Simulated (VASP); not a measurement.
Input of a VASP 6.6.1 run:

File INCAR:

```
SYSTEM = Nb
ALGO = Fast ; EDIFF = 1E-6
ENCUT = 520 ; GGA = CA
ISIF = 2 ; ISMEAR = -1
LASPH = .True. ; LCHARG = .False.
LREAL = .False. ; LWAVE = .False.
NBANDS = 20 ; NELM = 60
PREC = Accurate ; SIGMA = 0.1
```

Contents of KPOINTS:

```
k-points
0
Gamma
  16 16 16
  0 0 0
```

POSCAR

```
Nb
1.0
    0.0000000000      2.8782938612      2.8782938612
    2.8782938612      0.0000000000      2.8782938612
    2.8782938612      2.8782938612      0.0000000000
Nb
2
Direct
    0.1250000000      0.1250000000      0.1250000000
    0.8750000000      0.8750000000      0.8750000000
```

Potentials or basis: VASP PAW LDA potentials, release 64 (Nb_sv).

The run is started by

```sh
$ cat potpaw_LDA.64/Nb_sv/POTCAR > POTCAR
$ mpirun -np 1 vasp_std > vasp.out
```

Q: Predict the pressure.

A: 0.0 GPa.

Q: Estimate the band gap on the k mesh.

A: None (metal or under the smearing width).
